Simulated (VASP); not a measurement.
Level of theory: AM05 GGA, VASP's PBE PAW potentials (set 64) (plane waves; VASP).

VASP ran on this input.

POSCAR:
```
Zr
1
    1.5917029734    -2.7569103686     0.0000000000
    1.5917029734     2.7569103686     0.0000000000
    0.0000000000     0.0000000000     5.1266589432
Zr
2
Direct
  0.3333330000   0.6666670000   0.2500000000
  0.6666670000   0.3333330000   0.7500000000
```

**INCAR**
```
SYSTEM = Zr
PREC = Accurate
ENCUT = 520
EDIFF = 1E-7
NELM = 100
ALGO = Normal
LREAL = .FALSE.
LASPH = .TRUE.
ISMEAR = 0
SIGMA = 0.05
GGA = AM
LMAXMIX = 4
LWAVE = .FALSE.
LCHARG = .FALSE.
LORBIT = 11
ICHARG = 11
```

File KPOINTS:
```
k-points along high-symmetry lines
10
Line-mode
Reciprocal
  0.000000   0.000000   0.000000 ! GAMMA
  0.000000   0.500000   0.000000 ! M

  0.000000   0.500000   0.000000 ! M
 -0.333333   0.666667   0.000000 ! K

 -0.333333   0.666667   0.000000 ! K
  0.000000   0.000000   0.000000 ! GAMMA

  0.000000   0.000000   0.000000 ! GAMMA
  0.000000   0.000000   0.500000 ! A

  0.000000   0.000000   0.500000 ! A
  0.000000   0.500000   0.500000 ! L

  0.000000   0.500000   0.500000 ! L
 -0.333333   0.666667   0.500000 ! H

 -0.333333   0.666667   0.500000 ! H
  0.000000   0.000000   0.500000 ! A

  0.000000   0.500000   0.500000 ! L
  0.000000   0.500000   0.000000 ! M

 -0.333333   0.666667   0.500000 ! H
 -0.333333   0.666667   0.000000 ! K
```

POTCAR, in this order: Zr_sv (PBE.64 set). Program: vasp_std. Read from the step before: CHGCAR.

What VASP printed:

### OSZICAR
```
       N       E                     dE             d eps       ncg     rms          rms(c)
DAV:   1     0.224869805466E+03    0.22487E+03   -0.13893E+04  2880   0.150E+03
DAV:   2    -0.286445207757E+01   -0.22773E+03   -0.22557E+03  3592   0.420E+02
DAV:   3    -0.173837759983E+02   -0.14519E+02   -0.14412E+02  5504   0.794E+01
DAV:   4    -0.176976197573E+02   -0.31384E+00   -0.31382E+00  3128   0.124E+01
DAV:   5    -0.177071334706E+02   -0.95137E-02   -0.95137E-02  4560   0.143E+00
DAV:   6    -0.177071800877E+02   -0.46617E-04   -0.46618E-04  3352   0.132E-01
DAV:   7    -0.177071810793E+02   -0.99164E-06   -0.99224E-06  4688   0.146E-02
DAV:   8    -0.177071810885E+02   -0.91927E-08   -0.91794E-08  3040   0.174E-03
   1 F= -.17707181E+02 E0= -.17705312E+02  d E =-.373799E-02
```

### OUTCAR
```
 val. band max:        9.3417392840   @ k =   0.0000   0.0000   0.4444

 cond. band min:       9.3503343896   @ k =  -0.3333   0.6667   0.2778



 k-point     1 :       0.0000    0.0000    0.0000
  band No.  band energies     occupation
      1     -39.3936      2.00000
      2     -39.2212      2.00000
      3     -18.0171      2.00000
      4     -17.0377      2.00000
      5     -17.0377      2.00000
      6     -16.9102      2.00000
      7     -16.8886      2.00000
      8     -16.8886      2.00000
      9       3.5246      2.00000
     10       6.1325      2.00000
     11      10.1590      0.00000
     12      10.1590      0.00000
     13      10.2030      0.00000
     14      10.4556      0.00000
     15      10.8627      0.00000
     16      10.8627      0.00000

 k-point     2 :       0.0000    0.0556    0.0000
  band No.  band energies     occupation
      1     -39.3895      2.00000
      2     -39.2193      2.00000
      3     -18.0065      2.00000
      4     -17.0624      2.00000
      5     -17.0457      2.00000
      6     -16.9144      2.00000
      7     -16.9142      2.00000
      8     -16.8919      2.00000
      9       3.6162      2.00000
     10       6.2181      2.00000
     11       9.8580      0.00000
     12      10.2439      0.00000
     13      10.2680      0.00000
     14      10.4517      0.00000
     15      10.7788      0.00000
     16      10.9429      0.00000

 k-point     3 :       0.0000    0.1111    0.0000
  band No.  band energies     occupation
      1     -39.3773      2.00000
      2     -39.2139      2.00000
      3     -17.9753      2.00000
      4     -17.1335      2.00000
      5     -17.0681      2.00000
      6     -16.9871      2.00000
      7     -16.9272      2.00000
      8     -16.9017      2.00000
      9       3.8827      2.00000
     10       6.4592      2.00000
     11       9.4731      0.00041
     12       9.7891      0.00000
     13      10.4962      0.00000
     14      10.5192      0.00000
...
```

The density is held fixed in this step, so its total energy and stress have no physical meaning.

The compound is Zr in the hcp structure. It was relaxed first.
